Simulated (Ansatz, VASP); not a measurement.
## Bi (Bismuth): VASP beside Ansatz

One calculation is typed for both programs; each brings its own data sets. How far apart do they land? The cell is taken from a series of runs on this material, whose earlier steps may have relaxed, scaled, displaced or heated it; both programs get it as it stands.

Method: plane waves, with VASP 6.6.1 beside it; zone-centre phonons at PBEsol, in Ansatz 0.2.0.

## 1. The starting structure

It takes space group R-3m (No. 166, trigonal). The conventional cell has a = 4.616 Å, b = 4.616 Å, c = 11.372 Å, α = 90.00°, β = 90.00°, γ = 120.00°. Bi has 6 Bi at 3.11 to 3.45 Å nearest.

## 2. Ansatz: zone-centre phonons, PBEsol

Ansatz runs on its PAW soft_1 files.

Second derivatives magnify differences that forces hide, and they need a tight electronic threshold.

The input, input.yaml:

```yaml
crystal:
  lattice:
    - [2.3080266235, 1.3325397924, 3.7907834117]
    - [-2.3080266235, 1.3325397924, 3.7907834117]
    - [0.0, -2.6650795847, 3.7907834117]
  atoms:
    - { symbol: Bi, position: [0.2368344944, 0.2368344944, 0.2368344944] }
    - { symbol: Bi, position: [0.7631655056, 0.7631655056, 0.7631655056] }
kpoints:
  mp_grid: { grid: [12, 12, 12] }
hamiltonian:
  xc: pbesol
  pseudopotentials: { kind: paw, azcp: { folder: soft_1 }, xc_functional: pbe }
scf:
  occupations: { method: methfessel_paxton, width: 0.2 }
output:
  eigenvalues: true
phonons:
  method: dfpt
```

Launch:

```sh
> ansatz run input.yaml --threads 4 --pin off --max-ram 10240MiB --backend cpu --events-out ev --progress --plain --runs-dir out
```

Numbers of over 12 decimals in the logs are rounded to 6 here.

The program printed:

```text
Engine: ansatz 0.2.0, aarch64-unknown-linux-gnu
Pseudopotentials: kind: paw
Pseudopotential: Bi, paw, valence charge 15, recommended cutoff 420 eV (normal), soft_1/Bi.paw.azcp
Functional definition: PBEsol
  exchange = pbesol_x
  correlation = pbesol_c
Crystal: 2 atoms, lattice volume = 69.952 Å³
Basis set: ecut = 420 eV, 1363 PW (Γ), exchange–correlation on 64×64×64 points (8 copies of the dense FFT grid, shifted against one another)
Bands: 19, of which v1, the nominal top of the filled ones, is band 15 counted from 1 (14 counted from 0)
Symmetry: 12 space group operations
k-points: 476 of 1728 (irreducible under 2 space group operations, time reversal used)
Non-local potential: Bi, projectors of the file, l = 0: 2, l = 1: 2, l = 2: 2, l = 3: 1
PAW form: soft (Blöchl's): semilocal exchange-correlation on the pseudo side does not see the compensation charge
PAW frozen core: Bi, regenerated for the run's functional, and the local potential with it (the file was generated under x = pbe(κ = 0.804, μ = 0.219515), c = pbe(β = 0.066725))
PAW one-centre angular grid: Bi, 590 points (default); XC on 64 Gauss nodes
Initial density: superposition of atomic densities (chi_scale 0.1, normalization cell)
Initial wavefunctions: pseudopotential atomic-orbital guess
Functional: x = pbesol(κ = 0.804, μ = 0.123457), c = pbesol(β = 0.046)
SCF iter   1: F=—  HF=-24488.931675 eV  |F-HF|=—  |Δ(HF+E_count)|=         —  Δρ=1.08e-2  dr2=6.90e-2  ethr=3.10e-3  ⟨swp⟩=5.4  Hψ=43459  notcnv=0
preconditioner: auto → Kerker (q_TF=auto, 2.369 Å⁻¹)  [metal: Δε(μ)=0.029 eV  Ē_g=20.153 eV  σ=0.200 eV  W_gap=0.12  n_scr=14 (ndim 8)  ℏωp=24.3 eV  f_vac=0.000  D(μ)=0.22/eV (n_scr^D=0)]
SCF iter   2: F=—  HF=-24488.922651 eV  |F-HF|=—  |Δ(HF+E_count)|=   9.02e-3  S|Δr|=    0.00e0  Δρ=6.93e-3  dr2=2.94e-2  ethr=2.30e-4  ⟨swp⟩=1.0  Hψ=12852  notcnv=0
SCF iter   3: F=—  HF=-24488.919112 eV  |F-HF|=—  |Δ(HF+E_count)|=   3.54e-3  S|Δr|=    0.00e0  Δρ=8.15e-4  dr2=6.12e-4  ethr=9.80e-5  ⟨swp⟩=2.0  Hψ=16190  notcnv=0
SCF iter   4: F=—  HF=-24488.919072 eV  |F-HF|=—  |Δ(HF+E_count)|=   4.05e-5  S|Δr|=    0.00e0  Δρ=3.48e-4  dr2=9.61e-5  ethr=2.04e-6  ⟨swp⟩=2.0  Hψ=16190  notcnv=0
SCF iter   5: F=—  HF=-24488.919053 eV  |F-HF|=—  |Δ(HF+E_count)|=   1.87e-5  S|Δr|=    0.00e0  Δρ=1.22e-4  dr2=2.00e-5  ethr=3.20e-7  ⟨swp⟩=2.0  Hψ=14930  notcnv=0
SCF iter   6: F=—  HF=-24488.919061 eV  |F-HF|=—  |Δ(HF+E_count)|=   8.20e-6  S|Δr|=    0.00e0  Δρ=3.45e-5  dr2=1.44e-6  ethr=6.68e-8  ⟨swp⟩=2.0  Hψ=11430  notcnv=0
SCF iter   7: F=—  HF=-24488.919058 eV  |F-HF|=—  |Δ(HF+E_count)|=   2.80e-6  S|Δr|=    0.00e0  Δρ=5.63e-6  dr2=4.82e-8  ethr=4.79e-9  ⟨swp⟩=2.9  Hψ=16104  notcnv=0
SCF iter   8: F=—  HF=-24488.919058 eV  |F-HF|=—  |Δ(HF+E_count)|=  9.71e-10  S|Δr|=    0.00e0  Δρ=1.55e-6  dr2=2.80e-9  ethr=1.61e-10  ⟨swp⟩=2.0  Hψ=11294  notcnv=0
SCF iter   9: F=—  HF=-24488.919058 eV  |F-HF|=—  |Δ(HF+E_count)|=  4.66e-10  S|Δr|=    0.00e0  Δρ=3.13e-7  dr2=1.18e-10  ethr=9.34e-12  ⟨swp⟩=2.9  Hψ=16634  notcnv=0
SCF iter  10: F=—  HF=-24488.919058 eV  |F-HF|=—  |Δ(HF+E_count)|=  1.46e-11  S|Δr|=    0.00e0  Δρ=1.01e-7  dr2=1.70e-11  ethr=1.00e-12  ⟨swp⟩=6.0  Hψ=36116  notcnv=0
SCF iter  11: F=-24488.919058 eV  HF=-24488.919058 eV  |F-HF|=7.28e-12  |Δ(HF+E_count)|=  3.64e-12  S|Δr|=    0.00e0  Δρ=3.92e-8  dr2=1.94e-12  ethr=1.00e-12  ⟨swp⟩=5.0  Hψ=34874  notcnv=0
SCF 1 converged in 11 iterations: F = -24488.919058 eV  dr2 = 1.94e-12
  greatest PAW one-centre occupation: 0.988 electrons in one spin orbital (limit 2), on the Bi atom at site 1 (counted from 0), in its partial waves of l = 2
DFPT response loops at Γ: preconditioner auto → Kerker (q_TF=auto, 2.369 Å⁻¹) (partly filled bands, converged f_vac=0.000); β = 1.00, the filter's whole step (`scf.mixing.beta` (0.50) is not read by the response loops under this deck's `scf.mixing.preconditioner`; to damp them name `kerker` or `kerker_dos`, under which they read `scf.mixing.beta`, and type it under 1.00, their step now; both keys bind the ground state too); Broyden in place of MSR1
SCF converged after 11 iterations
Stability not checked: this state was not tested for a lower state beside it, because cold or Methfessel-Paxton smearing, or corrected tetrahedra, fill the levels in a way that the test cannot read (fill_not_monotonic; see scf.lower_state_search)
Free energy (F): -24488.919058 eV
Harris-Foulkes:  -24488.919058 eV  (|F-HF|=7.28e-12)
Internal energy: -24488.921333 eV  (E = F + TS)
E sigma→0 (E₀):  -24488.919627 eV
Entropy (-TS):   0.002275 eV (1.137 meV/atom)
Fermi energy:    9.596720 eV
--- Per-component energies (eV) ---
  E_band       = -218.610035
  E_kinetic    = 508.074073
  E_local      = -2697.764400  (includes V_loc(G=0)·N_el)
  E_nonlocal   = 820.594526
  E_hartree    = 1001.694380
  E_xc         = -300.331500
  E_vxc        = -261.271269  (∫ρ·V_xc dr)
  E_paw        = -21019.111916  (= ΣΔE_a)
  E_vpaw       = -591.632133  (= ΣTr[D̂ρ^β])
  E_aug_tail   = 0.000393  (compensation charges beyond the density's cutoff)
  E_ewald      = -2802.256478
  E_core_change = 0.179589  (= ΣΔE_core)
  E_smearing   = 0.002275  (= −TS)
  E_closure    = 0.000000  (closes the sum)
  Σ components = -24488.919058   (vs F -24488.919058, Δ=0.00e0)
--- Band table (eV; the first three rows and the last of 476) ---
  k-point 0: bands = [... 11 lower, 2.1756, 8.2828, 8.2828, 8.4604, 12.3395, 12.7050, 12.7050, 15.1325]
  k-point 1: bands = [... 11 lower, 2.0139, 8.2932, 8.3217, 8.4819, 12.1624, 12.3762, 12.5107, 14.7905]
  k-point 2: bands = [... 11 lower, 1.5722, 8.3283, 8.4038, 8.5543, 11.5555, 11.8754, 12.0306, 14.6025]
  k-point 475: bands = [... 11 lower, -0.4319, 8.5898, 8.9814, 8.9814, 9.9925, 9.9925, 10.0063, 17.0170]
--- Phonons (Γ-DFPT): 2 representative perturbations + reference, on 476 of 1728 k-points (Σ response iterations 6) ---
  k mesh reduced under 2 symmetry operations, with k and −k counted as one. Each operation leaves every solved perturbation unchanged. A smaller set is not used because it would not reduce the number of displacements times k-points to solve
  ASR residual: 3.055e-5 → 0.000e0 eV/Å²; symmetrization residual: 4.274e-6 eV/Å²
  ASR residual per site (eV/Å²): 3.05e-5 3.05e-5
  Γ frequencies (cm⁻¹): 0.00 0.00 0.00 50.66 50.66 93.32
  non-analytic LO–TO correction: not included (Born effective charges unavailable; polar crystals: no LO–TO splitting at Γ)
```

In the SCF lines HF is the Harris–Foulkes energy and dr2 the Hartree energy of the density residual, in eV; the loop may stop once dr2 is under the threshold and the program's other checks hold. Hψ counts applications of the Hamiltonian.

## 3. VASP: zone-centre phonons, PBEsol

The same cell, functional, mesh and smearing now go to VASP, with its own data sets.

Lines of VASP's logs that name or quote its potential files are left out, and so is its time.

The input, INCAR:

```
SYSTEM = Bi
PREC = Accurate
ENCUT = 500
EDIFF = 1E-08
NELM = 120
ISMEAR = 1
SIGMA = 0.2
LREAL = .FALSE.
ALGO = Normal
GGA = PS
NBANDS = 21
LORBIT = 11
LWAVE = .FALSE.
LCHARG = .FALSE.
ISIF = 2
IBRION = 8
LASPH = .TRUE.
GGA_COMPAT = .FALSE.
KPAR = 2
```

The input, POSCAR:

```
Bi
1.0
    2.3080266235      1.3325397924      3.7907834117
   -2.3080266235      1.3325397924      3.7907834117
    0.0000000000     -2.6650795847      3.7907834117
Bi
2
Direct
    0.2368344944      0.2368344944      0.2368344944
    0.7631655056      0.7631655056      0.7631655056
```

The input, KPOINTS:

```
Automatic mesh
0
Gamma
12 12 12
0 0 0
```

Potentials, in the order of the species: Bi_d (PBE family, release 64).

Launch:

```sh
> mpirun -np 2 vasp_std
```

The program printed:

```text
[banner, memory and clock lines left out]
running    2 mpi-ranks, on    1 nodes
 distrk:  each k-point on    1 cores,    2 groups
 distr:  one band on    1 cores,    1 groups

 POSCAR found type information on POSCAR Bi
 POSCAR found :  1 types and       2 ions
|                                                                             |
|               ----> ADVICE to this user running VASP <----                  |
|                                                                             |
|     You enforced a specific xc type in the INCAR file but a different       |
|     [... a line on the potential file left out ...]
|     I HOPE YOU KNOW WHAT YOU ARE DOING!                                     |
|                                                                             |

 LDA part: xc-table for (Slater+PW92), standard interpolation
 POSCAR, INCAR and KPOINTS ok, starting setup
 FFT: planning ... GRIDC
 FFT: planning ... GRID_SOFT
 FFT: planning ... GRID
 WAVECAR not read
 entering main loop
       N       E                     dE             d eps       ncg     rms          rms(c)
DAV:   1     0.299828856658E+03    0.29983E+03   -0.16019E+04  7961   0.167E+03
DAV:   2     0.163111093287E+02   -0.28352E+03   -0.27715E+03  8013   0.435E+02
DAV:   3    -0.773465602979E+01   -0.24046E+02   -0.23750E+02  9381   0.145E+02
DAV:   4    -0.856690041893E+01   -0.83224E+00   -0.83149E+00  9406   0.296E+01
DAV:   5    -0.860620178669E+01   -0.39301E-01   -0.39301E-01 11272   0.574E+00    0.101E+00
DAV:   6    -0.859605305757E+01    0.10149E-01   -0.21827E-02 10239   0.169E+00    0.588E-01
DAV:   7    -0.859236645501E+01    0.36866E-02   -0.12883E-02 10191   0.137E+00    0.120E-01
DAV:   8    -0.859231090119E+01    0.55554E-04   -0.13739E-03  9158   0.478E-01    0.152E-02
DAV:   9    -0.859231544792E+01   -0.45467E-05   -0.59378E-05 11668   0.744E-02    0.710E-03
DAV:  10    -0.859231510180E+01    0.34612E-06   -0.30497E-06 10082   0.144E-02    0.129E-03
DAV:  11    -0.859231524487E+01   -0.14307E-06   -0.24713E-07 10562   0.412E-03    0.599E-04
DAV:  12    -0.859231522005E+01    0.24819E-07   -0.37491E-08  7636   0.227E-03    0.203E-04
DAV:  13    -0.859231525582E+01   -0.35763E-07   -0.54677E-09  5354   0.920E-04    0.572E-05
DAV:  14    -0.859231525741E+01   -0.15948E-08   -0.11929E-09  5084   0.431E-04
   1 F= -.85923153E+01 E0= -.85930813E+01  d E =0.229800E-02
 Linear response reoptimize wavefunctions to high precision
DAV:   1    -0.859231525936E+01   -0.19440E-08   -0.51021E-10  5154   0.293E-04
DAV:   2    -0.859231525939E+01   -0.30468E-10   -0.17999E-10  4724   0.145E-04
 Linear response DOF=           2
 Linear response progress:
  Degree of freedom:   1/  2
       N       E                     dE             d eps       ncg     rms          rms(c)
RMM:   1    -0.329532067156E+00   -0.32953E+00    0.20505E-01 48415   0.835E+00
RMM:   2    -0.338148439649E+00   -0.86164E-02   -0.19522E-02 62316   0.116E+00    0.445E-02
RMM:   3    -0.338354956773E+00   -0.20652E-03   -0.16706E-03 67029   0.326E-01    0.258E-02
RMM:   4    -0.338237296422E+00    0.11766E-03   -0.13227E-04 68689   0.101E-01    0.601E-03
RMM:   5    -0.338240250042E+00   -0.29536E-05   -0.19901E-05 65126   0.325E-02    0.228E-03
RMM:   6    -0.338244735962E+00   -0.44859E-05   -0.51684E-06 67916   0.143E-02    0.962E-04
RMM:   7    -0.338243619061E+00    0.11169E-05   -0.25143E-06 67548   0.456E-03    0.299E-04
RMM:   8    -0.338239458057E+00    0.41610E-05   -0.25105E-07 68812   0.166E-03    0.105E-04
RMM:   9    -0.338237741686E+00    0.17164E-05    0.94266E-08 70078   0.692E-04    0.269E-05
RMM:  10    -0.338237684998E+00    0.56689E-07    0.46997E-08 72360   0.323E-04    0.180E-05
RMM:  11    -0.338237543389E+00    0.14161E-06    0.98396E-08 71014   0.178E-04    0.103E-05
RMM:  12    -0.338237132249E+00    0.41114E-06    0.73254E-08 68403   0.114E-04    0.581E-06
RMM:  13    -0.338237269215E+00   -0.13697E-06    0.40209E-08 69481   0.735E-05    0.327E-06
RMM:  14    -0.338237182121E+00    0.87094E-07    0.28983E-08 70467   0.555E-05    0.870E-07
RMM:  15    -0.338237156524E+00    0.25597E-07    0.61445E-09 75212   0.469E-05    0.253E-07
RMM:  16    -0.338237160866E+00   -0.43428E-08    0.41947E-09 56237   0.423E-05    0.394E-07
 first order change of Fermi-energy  -0.13060E-04
 force on displaced ion       1 direction 1 :  -0.953   0.000   0.000
 Linear response progress:
  Degree of freedom:   2/  2
       N       E                     dE             d eps       ncg     rms          rms(c)
RMM:   1    -0.329072211004E+00   -0.32907E+00    0.25410E-01 10535   0.853E+00
RMM:   2    -0.337506249206E+00   -0.84340E-02   -0.18583E-02 13570   0.115E+00    0.377E-02
RMM:   3    -0.337604647683E+00   -0.98398E-04   -0.15612E-03 14618   0.316E-01    0.212E-02
RMM:   4    -0.337394855335E+00    0.20979E-03   -0.12803E-04 14766   0.101E-01    0.539E-03
RMM:   5    -0.337403888873E+00   -0.90335E-05   -0.15906E-05 15107   0.305E-02    0.315E-03
RMM:   6    -0.337418596426E+00   -0.14708E-04   -0.26417E-06 14170   0.136E-02    0.756E-04
RMM:   7    -0.337420489683E+00   -0.18933E-05   -0.33497E-07 14849   0.432E-03    0.532E-04
RMM:   8    -0.337419557744E+00    0.93194E-06   -0.27907E-08 12932   0.158E-03    0.773E-05
RMM:   9    -0.337419186449E+00    0.37130E-06    0.14285E-09 15375   0.729E-04    0.439E-05
RMM:  10    -0.337419032914E+00    0.15353E-06    0.69632E-08 15004   0.269E-04    0.288E-05
RMM:  11    -0.337418956421E+00    0.76493E-07   -0.84143E-09 14835   0.148E-04    0.628E-06
RMM:  12    -0.337419007284E+00   -0.50863E-07   -0.18140E-08 15882   0.886E-05    0.206E-06
RMM:  13    -0.337419008891E+00   -0.16066E-08   -0.96243E-10 15703   0.605E-05    0.856E-07
 first order change of Fermi-energy   0.32765E+00
 force on displaced ion       1 direction 3 :   0.000  -0.000  -3.334
 Linear response finished
```

Parts of OUTCAR (step 3):

```text
ion  position               nearest neighbor table
   1  0.237  0.237  0.237-   2 3.11   2 3.11   2 3.11   2 3.45   2 3.45   2 3.45
   2  0.763  0.763  0.763-   1 3.11   1 3.11   1 3.11   1 3.45   1 3.45   1 3.45

  LATTYP: Found a trigonal (rhomboedric) cell.
 ALAT       =     4.6338631904
 COS(alpha) =     0.5038360472

 Subroutine GETGRP returns: Found 12 space group operations
 (whereof 12 operations were pure point group operations)

The static configuration has the point symmetry D_3d.

 Found    189 irreducible k-points:

   k-points           NKPTS =    189   k-points in BZ     NKDIM =    189   number of bands    NBANDS=     21

   dimension x,y,z NGX =    36 NGY =   36 NGZ =   36
   dimension x,y,z NGXF=    72 NGYF=   72 NGZF=   72

   ENCUT  =  500.0 eV  36.75 Ry    6.06 a.u.   8.45  8.45  8.45*2*pi/ulx,y,z

   NELECT =      30.0000    total number of electrons

 k-points in reciprocal lattice and weights: Automatic mesh
   0.00000000  0.00000000  0.00000000       0.001
   0.08333333 -0.00000000  0.00000000       0.003
   0.16666667  0.00000000 -0.00000000       0.003
   0.25000000  0.00000000  0.00000000       0.003
   0.33333333 -0.00000000  0.00000000       0.003
   0.41666667  0.00000000  0.00000000       0.003
   0.50000000  0.00000000  0.00000000       0.002
   0.08333333  0.08333333  0.00000000       0.003
   0.16666667  0.08333333  0.00000000       0.007
[...]
-0.41666667  0.50000000  0.41666667       0.003
   0.50000000  0.50000000  0.50000000       0.001

 average (electrostatic) potential at core
       1-104.3135       2-104.3135

  Total       -0.6545022     -0.6545022     -0.0341418      0.0000000     -0.0000000      0.0000000
  in kB      -14.9906510    -14.9906510     -0.7819796      0.0000000     -0.0000000      0.0000000
  external PRESSURE =     -10.2544272 kB  Pullay stress =       0.0000000 kB

  energy-cutoff  :      500.00
  volume of cell :       69.95
      direct lattice vectors                 reciprocal lattice vectors
     2.308026623  1.332539792  3.790783412     0.216635283  0.125074439  0.087932571
    -2.308026623  1.332539792  3.790783412    -0.216635283  0.125074439  0.087932571
     0.000000000 -2.665079585  3.790783412     0.000000000 -0.250148878  0.087932571

 POSITION                                       TOTAL-FORCE (eV/Angst)
 -----------------------------------------------------------------------------------
      0.00000      0.00000      2.69336         0.000000      0.000000      0.003429
      0.00000      0.00000      8.67899         0.000000     -0.000000     -0.003429
 -----------------------------------------------------------------------------------
    total drift:                                0.000000      0.000000     -0.000000

 Eigenvectors and eigenvalues of the dynamical matrix
 ----------------------------------------------------

   1 f  =    2.792406 THz    17.545203 2PiTHz   93.144629 cm-1    11.548457 meV
             X         Y         Z           dx          dy          dz
      0.000000  0.000000  2.693365     0.000000    0.000000    0.707107
      0.000000  0.000000  8.678985    -0.000000   -0.000000   -0.707107

   2 f  =    1.493152 THz     9.381753 2PiTHz   49.806201 cm-1     6.175179 meV
             X         Y         Z           dx          dy          dz
      0.000000  0.000000  2.693365     0.707107    0.000010   -0.000000
      0.000000  0.000000  8.678985    -0.707107   -0.000010    0.000000

   3 f  =    1.493152 THz     9.381753 2PiTHz   49.806201 cm-1     6.175179 meV
             X         Y         Z           dx          dy          dz
      0.000000  0.000000  2.693365     0.000010   -0.707107    0.000000
      0.000000  0.000000  8.678985    -0.000010    0.707107   -0.000000

   4 f  =    0.000000 THz     0.000000 2PiTHz    0.000001 cm-1     0.000000 meV
             X         Y         Z           dx          dy          dz
      0.000000  0.000000  2.693365     0.057925    0.213176    0.671715
      0.000000  0.000000  8.678985     0.057925    0.213176    0.671715

   5 f  =    0.000000 THz     0.000000 2PiTHz    0.000000 cm-1     0.000000 meV
             X         Y         Z           dx          dy          dz
      0.000000  0.000000  2.693365     0.633825    0.278875   -0.143161
      0.000000  0.000000  8.678985     0.633825    0.278875   -0.143161

   6 f/i=    0.000000 THz     0.000000 2PiTHz    0.000001 cm-1     0.000000 meV
             X         Y         Z           dx          dy          dz
      0.000000  0.000000  2.693365     0.308077   -0.613828    0.168239
      0.000000  0.000000  8.678985     0.308077   -0.613828    0.168239

 ELASTIC MODULI CONTR FROM IONIC RELAXATION (kBar)
 Direction    XX          YY          ZZ          XY          YZ          ZX
 --------------------------------------------------------------------------------
 XX        -152.3727     59.1861    -86.1924      0.0000    253.9613     -0.0000
 YY          59.1861   -152.3727    -86.1924     -0.0000   -253.9613      0.0000
 ZZ         -86.1924    -86.1924   -159.4462      0.0000     -0.0000     -0.0000
 XY           0.0000     -0.0000      0.0000   -105.7794     -0.0000    251.9729
 YZ         253.9613   -253.9613     -0.0000     -0.0000   -609.7251      0.0000
 ZX          -0.0000      0.0000     -0.0000    251.9729      0.0000   -600.2148
 --------------------------------------------------------------------------------
```

Energies printed during the response cycles are not total energies of the cell.

## 4. Comparison

Known differences besides the potentials themselves: the cutoff is 420 eV in Ansatz and 500 eV in VASP; Ansatz makes its cores anew for this functional, VASP keeps those of its PBE data sets. Total energies have different zeros and are not compared.

The two programs side by side:

```
                  quantity  Ansatz  VASP  difference
optical mode 1 to 2 (cm⁻¹)    50.7  49.8        +0.9
     optical mode 3 (cm⁻¹)    93.3  93.1     +0.19 %
```

Modes are paired by rising frequency, not by their patterns, so a pair may set unlike modes beside each other; they are those without the splitting of longitudinal modes.

## 5. Summary of results

| Property | Result |
| --- | --- |
| r.m.s. difference of the optical zone-centre modes, each program's sorted by frequency (zone-centre phonons, PBEsol) | 0.70 cm⁻¹ |

The r.m.s. difference of the optical zone-centre modes, each program's sorted by frequency is 0.70 cm⁻¹ (zone-centre phonons, PBEsol). How closely two codes agree says nothing of how well the functional describes the real material.

[Lines on the potential files, build, host, timing and source positions are cut from VASP's logs without a mark.]

[Logs are printed without paths, hosts, clocks, repeated set-up lines and the standing remarks that a program may print on its own settings, such as how far it seeks lower states.]

[Hosts, paths, dates, database ids (printed as entryN), source tags and the programs' standing remarks are cut or masked in the printed files.]
